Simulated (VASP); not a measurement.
Given:

```
CdTe
1.0
    0.00000     3.28171     3.28171
    3.28171     0.00000     3.28171
    3.28171     3.28171     0.00000
Cd Te
1 1
Cartesian
  0.00000   0.00000   0.00000
  1.64086   1.64086   1.64086
```

The numbers are results of r2SCAN meta-GGA, VASP's PBE PAW potentials (set 64) (plane waves; VASP), not measurements. Run with 520 eV cut-off, 8×8×8 Γ-centred mesh, tetrahedra with Blöchl corrections, potentials Cd Te.

Unless said otherwise, spin-orbit coupling is left out, though it shifts the bands of the heavy elements here.

Tabulate the total density of states (states/eV per cell) against energy (eV; zero at the valence-band maximum or, without a gap, the Fermi level).

| E (eV) | DOS (states/eV) |
|---|---|
| -9.98 | 0.00 |
| -9.40 | 0.00 |
| -8.82 | 0.00 |
| -8.12 | 11.4 |
| -7.53 | 0.00 |
| -6.95 | 0.00 |
| -6.37 | 0.00 |
| -5.78 | 0.00 |
| -5.08 | 0.00 |
| -4.50 | 0.00 |
| -3.92 | 2.63 |
| -3.33 | 0.61 |
| -2.75 | 0.29 |
| -2.05 | 1.80 |
| -1.46 | 2.43 |
| -0.88 | 2.27 |
| -0.30 | 0.54 |
| 0.40 | 0.00 |
| 0.99 | 0.00 |
| 1.57 | 0.01 |
| 2.15 | 0.09 |
| 2.74 | 0.73 |
| 3.44 | 2.27 |
| 4.02 | 0.71 |
| 4.60 | 0.88 |
Within 2 eV below the valence-band maximum the largest weight inside VASP's projection spheres is Te p.

The compound is CdTe in the zinc blende structure. It was relaxed first.
